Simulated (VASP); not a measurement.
An input for Quantum ESPRESSO's pw.x (written as the equivalent of a VASP run, and not itself run):

```
&CONTROL
  calculation = 'vc-relax'
  pseudo_dir = './pseudo'
  outdir = './out'
  tprnfor = .true.
  tstress = .true.
  nstep = 30
  forc_conv_thr = 0.00039
/
&SYSTEM
  ibrav = 0
  nat = 4
  ntyp = 2
  ecutwfc = 82
  occupations = 'smearing'
  smearing = 'gaussian'
  degauss = 0.003675
  input_dft = 'vdw-df-cx'
/
&ELECTRONS
  conv_thr = 7.3e-09
  electron_maxstep = 100
/
&IONS
/
&CELL
  cell_dofree = 'shape'
/
ATOMIC_SPECIES
  Si 28.085 Si.upf
  C 12.011 C.upf
CELL_PARAMETERS angstrom
     1.5266689   -2.6442678    0.0000000
     1.5266689    2.6442678    0.0000000
     0.0000000    0.0000000    5.0131064
ATOMIC_POSITIONS crystal
  Si   0.6666670  0.3333330  0.4996647
  Si   0.3333330  0.6666670  0.9996647
  C    0.6666670  0.3333330  0.8753353
  C    0.3333330  0.6666670  0.3753353
K_POINTS automatic
  8 8 5 0 0 0
```

Question: Translate this input to VASP (INCAR, KPOINTS, POSCAR, choice of POTCAR).

Answer: One answer among several that fit: 
INCAR:
```
# general
SYSTEM   = SiC
PREC     = Accurate
ENCUT    = 520   # plane-wave cut-off (eV)
LREAL    = .FALSE.   # projection in real space or not
LASPH    = .TRUE.

# electronic loop
EDIFF    = 1E-7
NELM     = 100
ALGO     = Normal   # blocked Davidson

# smearing
ISMEAR   = 0   # Gaussian
SIGMA    = 0.05

# functional
GGA      = CX
LUSE_VDW = .TRUE.
AGGAC    = 0.0

# ions
IBRION   = 2   # conjugate gradients
NSW      = 30   # most ionic steps
ISIF     = 4
EDIFFG   = -0.01

# output
LWAVE    = .FALSE.
LCHARG   = .FALSE.
```

**POSCAR**
```
SiC
1
    1.5266688867    -2.6442678358     0.0000000000
    1.5266688867     2.6442678358     0.0000000000
    0.0000000000     0.0000000000     5.0131063645
Si C
2 2
Direct
  0.6666670000   0.3333330000   0.4996647291
  0.3333330000   0.6666670000   0.9996647291
  0.6666670000   0.3333330000   0.8753352709
  0.3333330000   0.6666670000   0.3753352709
```

**KPOINTS**
```
Automatic mesh
0
Gamma
8 8 5
0 0 0
```

POTCAR, in this order: Si C (PBE.64 set). Program: vasp_std.

The two are equivalent in intent, not identical: the potentials are each code's own (VASP's PAW set, PseudoDojo norm-conserving files in pw.x), so ENCUT and ecutwfc are chosen apart and not converted; conv_thr bounds pw.x's estimated SCF error, while EDIFF bounds the energy change between steps; forc_conv_thr acts on force components and is met together with etot_conv_thr.

The compound is SiC in the wurtzite structure, the rare 2H polytype. This cell is one point of a volume scan, at 0.97 of the reference volume.
